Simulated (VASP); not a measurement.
# B2Br (P-3m1) in VASP: further runs

The runs below take B2Br through single point, relaxation of cell and atoms, with PBE.

Program: VASP 6.6.1. These are calculated values, not measurements. Logs are shortened: lines on timing, memory, paths and dates and some standing lists are left out, and cuts for length are marked.

### 1 The crystal as given

The structure is trigonal, space group P-3m1 (No. 164). The conventional cell has a = 3.100 Å, b = 3.100 Å, c = 10.403 Å, α = 90.00°, β = 90.00°, γ = 120.00°. B (site symmetry 3m) is surrounded by 1 B at 1.60 Å. Around B (site symmetry 3m) lie 3 B at 1.79 Å. Around Br (site symmetry 3m) lie 3 B at 2.23 Å.

The cell was built by a generator and needn't be a form met in nature.

### 2 Single point, PBE

File INCAR:

```
PREC     = Accurate       # precision mode
ENCUT    = 520            # plane-wave cutoff, eV
EDIFF    = 1E-6           # SCF threshold, eV
ISMEAR   = -1             # smearing method
SIGMA    = 0.1            # smearing width, eV
LREAL    = F              # projectors in reciprocal space
LASPH    = T              # aspherical terms in the spheres
NELM     = 100            # most SCF steps
ALGO     = Fast           # electronic algorithm
ISIF     = 2              # what is computed and relaxed
LWAVE    = F              # write WAVECAR
LCHARG   = T              # write CHGCAR
GGA      = PE             # functional
LELF     = T              # ELF
LVHAR    = T            
NBANDS   = 22             # bands
```

File KPOINTS:

```
regular mesh
0
Gamma
  9 9 3
```

File POSCAR:

```
B2Br
1.0
    3.1001099489      0.0000000000      0.0000000000
   -1.5500549745      2.6847739703      0.0000000000
    0.0000000000      0.0000000000     10.4026570818
B Br
4 2
Direct
    0.0000000000      0.0000000000      0.4232995806
    0.0000000000      0.0000000000      0.5767004194
    0.6666666667      0.3333333333     -0.0001136660
    0.3333333333      0.6666666667      1.0001136660
    0.6666666667      0.3333333333      0.2948777065
    0.3333333333      0.6666666667      0.7051222935
```

Potentials or basis: VASP PAW PBE potentials, release 64 (B, Br).

The run is started by

```console
cat potpaw_PBE.64/B/POTCAR potpaw_PBE.64/Br/POTCAR > POTCAR
mpirun -np 1 vasp_std > vasp.out
```

OUTCAR:

```text
PREC = Accurate
   ENCUT = 520
   EDIFF = 1E-6
   ISMEAR = -1
   LREAL = F
   LASPH = T
   NELM = 100
   ISIF = 2
   GGA = PE

 ion  position               nearest neighbor table
   1  0.000  0.000  0.423-   2 1.60   5 2.23   5 2.23   5 2.23
   2  0.000  0.000  0.577-   1 1.60   6 2.23   6 2.23   6 2.23
   3  0.667  0.333  1.000-   4 1.79   4 1.79   4 1.79
   4  0.333  0.667  0.000-   3 1.79   3 1.79   3 1.79
   5  0.667  0.333  0.295-   1 2.23   1 2.23   1 2.23
   6  0.333  0.667  0.705-   2 2.23   2 2.23   2 2.23

  LATTYP: Found a hexagonal cell.
 ALAT       =     3.1001099489
 C/A-ratio  =     3.3555768193

  Lattice vectors:

 A1 = (   3.1001099489,   0.0000000000,   0.0000000000)
 A2 = (  -1.5500549745,   2.6847739703,   0.0000000000)
 A3 = (   0.0000000000,   0.0000000000,  10.4026570818)

Analysis of symmetry for initial positions (statically):
=====================================================================
 Subroutine PRICEL returns:
 Original cell was already a primitive cell.

 Routine SETGRP: Setting up the symmetry group for a
 hexagonal supercell.

 Subroutine GETGRP returns: Found 12 space group operations
 (whereof 12 operations were pure point group operations)
 out of a pool of 24 trial point group operations.

The static configuration has the point symmetry D_3d.

Analysis of symmetry for dynamics (positions and initial velocities):
=====================================================================
 Subroutine PRICEL returns:
 Original cell was already a primitive cell.

 Routine SETGRP: Setting up the symmetry group for a
 hexagonal supercell.

 Subroutine GETGRP returns: Found 12 space group operations
 (whereof 12 operations were pure point group operations)
 out of a pool of 24 trial point group operations.

The dynamic configuration has the point symmetry D_3d.

 Subroutine INISYM returns: Found 12 space group operations
 (whereof 12 operations are pure point group operations),
 and found     1 'primitive' translations

----------------------------------------------------------------------------------------

                                     Primitive cell

  volume of cell :      86.5823

  direct lattice vectors                    reciprocal lattice vectors
     3.100109949  0.000000000  0.000000000     0.322569204  0.186235417  0.000000000
    -1.550054975  2.684773970  0.000000000     0.000000000  0.372470834  0.000000000
     0.000000000  0.000000000 10.402657082     0.000000000  0.000000000  0.096129286
[... 97 lines left out ...]
   NFREE  =      0    steps in history (QN), initial steepest desc. (CG)
   ISIF   =      2    stress and relaxation
   ISYM   =      2    0-nonsym 1-usesym 2-fastsym
   POTIM  = 0.5000    time-step for ionic-motion
   TEBEG  =    0.0;   TEEND  =   0.0 temperature during run
   PSTRESS=    0.0 pullay stress
   NELECT =      26.0000    total number of electrons
   NUPDOWN=      -1.0000    fix difference up-down
   EMIN   =  10.00;   EMAX   =-10.00  energy-range for DOS
   EFERMI =   0.00;   METHOD = LEGACY
   ISMEAR =    -1;   SIGMA  =   0.10  broadening in eV -4-tet -1-fermi 0-gaus
   EFERMI_NEDOS =   21; number of points for ismear=-14 and -15
   IALGO  =     68    algorithm
   IMIX   =      4    mixing-type and parameters
     AMIX     =   0.40;   BMIX     =  1.00
     AMIX_MAG =   1.60;   BMIX_MAG =  1.00
  volume/ion in A,a.u.               =      14.43        97.38
  Fermi-wavevector in a.u.,A,eV,Ry     =   1.096284  2.071676 16.351995  1.201838
  Thomas-Fermi vector in A             =   2.232623
   LORBIT       =      0    0 simple, 1 ext, 2 COOP (PROOUT), +10 PAW based schemes
   GGA     = PE    functional components
   LHFCALC =     F    Hartree Fock is set to
   AEXX    =    0.0000 exact exchange contribution
   IVDW    =     0    specifies the selected vdW correction
   LEPSILON=     F    determine dielectric tensor
   LRPA    =     F    only Hartree local field effects (RPA)
 non-spin polarized calculation
 RMM-DIIS sequential band-by-band and
  energy-cutoff  :      520.00
  volume of cell :       86.58
 maximum number of plane-waves:      2345
 NGX is ok and might be reduce to    24
   NGX = 11   NGY = 11   NGZ = 39

 number of electron      25.9999999 magnetization

 Free energy of the ion-electron system (eV)
  ---------------------------------------------------
  ext. energy  EPLUGINS =         0.00000000
  ---------------------------------------------------
  free energy    TOTEN  =       -22.93044959 eV

  energy without entropy =      -22.85003143  energy(sigma->0) =      -22.89024051

 E-fermi :   4.7819     XC(G=0): -10.0370

 val. band max:        4.7409355010   @ k =  -0.2222  -0.4444   0.3333
 cond. band min:       4.8136317703   @ k =   0.4444   0.0000   0.0000
 fundamental gap:      0.0726962693
 Fermi energy:         4.7819118739

 k-point     1 :       0.0000    0.0000    0.0000
  band No.  band energies     occupation
      1     -14.8794      2.00000
      2     -14.7467      2.00000
      3      -6.2582      2.00000
      4      -4.8073      2.00000
      5      -3.4206      2.00000
      6      -0.1838      2.00000
[... 589 lines left out ...]
     21      11.7294      0.00000
     22      13.5259      0.00000

 [... further k-points ...]

------------------------ aborting loop because EDIFF is reached ----------------------------------------

  FORCE on cell =-STRESS in cart. coord.  units (eV):
  Direction    XX          YY          ZZ          XY          YZ          ZX
  --------------------------------------------------------------------------------------
  -------------------------------------------------------------------------------------
  Total        0.0058465      0.0058465      0.0228811     -0.0000000      0.0000000      0.0000000
  in kB        0.1081873      0.1081873      0.4234065     -0.0000000      0.0000000      0.0000000
  external PRESSURE =       0.2132603 kB  Pullay stress =       0.0000000 kB

 VOLUME and BASIS-vectors are now :
 -----------------------------------------------------------------------------
  energy-cutoff  :      520.00
  volume of cell :       86.58
      direct lattice vectors                 reciprocal lattice vectors
     3.100109949  0.000000000  0.000000000     0.322569204  0.186235417  0.000000000
    -1.550054975  2.684773970  0.000000000     0.000000000  0.372470834  0.000000000
     0.000000000  0.000000000 10.402657082     0.000000000  0.000000000  0.096129286

 POSITION                                       TOTAL-FORCE (eV/Angst)
 -----------------------------------------------------------------------------------
      0.00000      0.00000      4.40344         0.000000     -0.000000     -0.005156
      0.00000      0.00000      5.99922         0.000000      0.000000      0.005156
      1.55005      0.89492     10.40147        -0.000000      0.000000      0.000063
     -0.00000      1.78985      0.00118         0.000000     -0.000000     -0.000063
      1.55005      0.89492      3.06751         0.000000      0.000000     -0.001678
     -0.00000      1.78985      7.33515        -0.000000      0.000000      0.001678
 -----------------------------------------------------------------------------------
    total drift:                                0.000000     -0.000000      0.000000

  FREE ENERGIE OF THE ION-ELECTRON SYSTEM (eV)
  ---------------------------------------------------
  free  energy   TOTEN  =       -22.9304495864 eV

  energy  without entropy=      -22.8500314329  energy(sigma->0) =      -22.89024051
```

stdout:

```text
POSCAR found type information on POSCAR B Br
 POSCAR found :  2 types and       6 ions
 scaLAPACK will be used
 LDA part: xc-table for (Slater+PW92), standard interpolation
 POSCAR, INCAR and KPOINTS ok, starting setup
 FFT: planning ... GRIDC
 FFT: planning ... GRID_SOFT
 FFT: planning ... GRID
 WAVECAR not read
 entering main loop
```

Run time: 35 s. Hardware: 1 thread of Intel Xeon Platinum 8559C (Emerald Rapids), shared host; peak memory 0.22 GiB.

What came out:

```yaml
Free_energy: -22.9304 eV
Pressure: 0.0 GPa
Largest_force: 0.005 eV/Å
Band_gap_on_the_k_mesh: none (metal or under the smearing width)
```

Forces on the atoms (eV/Å):
```
B    0.000  0.000 -0.005
B    0.000  0.000  0.005
B    0.000  0.000  0.000
B    0.000  0.000  0.000
Br   0.000  0.000 -0.002
Br   0.000  0.000  0.002
```

Caveat: this functional lacks dispersion, which binds the layers, so the pressure and a relaxed spacing across them are unreliable.

### 3 Relaxation of cell and atoms, PBE

This run uses another cell than the first one, of 18.57 Å³/atom, 1.287 times its volume.

File INCAR:

```
SYSTEM = B2Br
  ALGO = Fast
  EDIFF = 1E-6
  EDIFFG = -0.03
  ENCUT = 600
  GGA = PE
  IBRION = 2
  ISIF = 3
  ISMEAR = -1
  LASPH = .True.
  LCHARG = .False.
  LREAL = .False.
  LWAVE = .False.
  NELM = 100
  NSW = 60
  PREC = Accurate
  SIGMA = 0.1
```

File KPOINTS:

```
k-points
0
Gamma
  9 9 3
  0 0 0
```

File POSCAR:

```
B2Br
1.0
    3.7453440000      0.0000000000      0.0000000000
   -1.8726720000      3.2435660000      0.0000000000
    0.0000000000      0.0000000000      9.1740760000
B Br
4 2
Direct
    0.0000000000      0.0000000000      0.3800000000
    0.0000000000      0.0000000000      0.6200000000
    0.6667000000      0.3333000000      0.0230000000
    0.3333000000      0.6667000000      0.9770000000
    0.6667000000      0.3333000000      0.3060000000
    0.3333000000      0.6667000000      0.6940000000
```

Potentials or basis: VASP PAW PBE potentials, release 64 (B, Br).

The run is started by

```console
cat potpaw_PBE.64/B/POTCAR potpaw_PBE.64/Br/POTCAR > POTCAR
mpirun -np 1 vasp_std > vasp.out
```

Run time: 37 min. Hardware: 1 thread of Intel Xeon Platinum 8559C (Emerald Rapids), shared host; peak memory 0.39 GiB.

It converged, with:

- Free energy: -22.9348 eV
- Relaxed volume: 14.37 Å³/atom
- Relaxed cell: a = 3.103 Å, b = 3.103 Å, c = 10.336 Å, α = 89.89°, β = 90.11°, γ = 119.97°
- Space group after relaxing (to 0.05 Å): P-3m1 (No. 164)
- Energy gained by relaxing: 645.9 meV/atom
- Ionic steps: 23
- Pressure after relaxing: -0.1 GPa
- Largest force after relaxing: 0.029 eV/Å
- Band gap on the k mesh: none (metal or under the smearing width)

Forces in eV/Å, atoms in the order of the input:
```
B   -0.005  0.003  0.029
B    0.005 -0.003 -0.029
B    0.001 -0.001  0.005
B   -0.001  0.001 -0.005
Br   0.005 -0.003  0.022
Br  -0.005  0.003 -0.022
```

Stress tensor (GPa, compression positive):
```
-0.16  0.00 -0.03
 0.00 -0.16  0.02
-0.03  0.02 -0.01
```

The path:
```csv
step,energy change (eV),largest force (eV/Å),pressure (GPa),volume (Å³)
1,0.0000,2.4356,-9.51,111.45
2,-1.9092,2.1817,-6.89,94.57
3,-2.3359,1.1671,2.59,82.55
4,-2.3882,0.8048,-1.50,86.21
5,-2.3963,0.8588,-0.68,85.23
6,-2.6507,0.9336,0.39,83.04
7,-3.3795,1.0814,6.24,76.04
8,1.6564,1.8387,51.84,60.65
9,-3.4340,0.6457,8.02,74.81
10,-3.5621,0.6964,5.39,76.57
11,-3.5741,0.8531,4.22,77.46
12,-3.6628,0.7228,1.85,79.37
13,-3.7262,0.5134,-1.71,82.79
14,-3.7656,0.4109,-0.64,82.48
15,-3.7766,0.5773,0.34,82.23
16,-3.8035,0.2613,0.74,82.17
17,-3.8223,0.4272,1.69,82.04
18,-3.8446,0.3200,1.27,82.94
19,-3.8722,0.1518,0.44,85.37
20,-3.8726,0.1393,0.36,85.65
21,-3.8743,0.1825,0.11,86.06
22,-3.8746,0.0914,0.17,85.95
23,-3.8751,0.0293,-0.11,86.21
```

Final structure:
```
B Br
1.0
     3.10285    0.00071   -0.00317
    -1.55081    2.68750    0.00317
    -0.00908    0.00524   10.33648
B Br
4 2
Direct
  0.99968 0.00032 0.42272
  0.00032 0.99968 0.57728
  0.66672 0.33328 0.99986
  0.33328 0.66672 0.00014
  0.66699 0.33301 0.29343
  0.33301 0.66699 0.70657
```

Levels at points of the mesh, in eV from the Fermi level:
```
           k point  band 9  band 10  band 11  band 12  band 13  band 14  band 15  band 16  band 17
(0.00, 0.00, 0.00)   -2.84    -2.82    -1.99     1.28     1.32     1.54     1.55     2.16     2.20
```

Caveat: the volume moved by over 15 % at a fixed basis, so the end points are rough; this functional lacks dispersion, which binds the layers, so the pressure and a relaxed spacing across them are unreliable.
